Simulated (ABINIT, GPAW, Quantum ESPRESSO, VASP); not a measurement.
## One structure in several programs: Sn (Fd-3m, 2 atoms in the cell)

Self-consistent single point.

```xyz
2
Lattice="0.0000 3.2445 3.2445 3.2445 0.0000 3.2445 3.2445 3.2445 0.0000" Properties=species:S:1:pos:R:3 pbc="T T T"
Sn     0.0000     0.0000     0.0000
Sn     1.6222     1.6222     1.6222
```

Shared settings, as Quantum ESPRESSO writes them: occupations = smearing; smearing = fermi-dirac; degauss = 0.0036749 Ry; K_POINTS = automatic 3 3 3 0 0 0. Potentials and cutoffs stand in the table.

| code | model | pressure (GPa) | cutoff |
|---|---|---|---|
| Quantum ESPRESSO | PBE, GBRV 1.5 ultrasoft (PBE) pseudopotentials | 4.98 | 40 Ry |
| GPAW | PBE, GPAW PAW datasets PBE (gpaw-data 1.0.1) | 4.81 | 600 eV |
| VASP | PBE, VASP's PBE PAW potentials (set 64) | 4.76 | 300 eV |
| ABINIT | PBE, norm-conserving pseudopotentials (PseudoDojo nc-sr-05 PBE standard) | 5.14 | 36 Ha |

The spread over the programs that give each value: pressure within 0.38 GPa.

On the base mesh (9 9 9 0 0 0) the same programs gave: GPAW pressure 2.97 GPa; Quantum ESPRESSO pressure 3.12 GPa; ABINIT pressure 3.25 GPa; VASP pressure 2.89 GPa.

The values differ from the base mesh's, so the mesh still matters here: the table compares the programs at equal settings.

VASP's run is marked for a possible Pulay error in its stress at this cutoff; no cutoff test was made.

The starting cell has typed, rounded lattice constants, without a prior relaxation at this level.

Left out of this page: Ansatz, Elk and SIESTA (not drawn, or without a comparable value); CP2K (on another mesh).
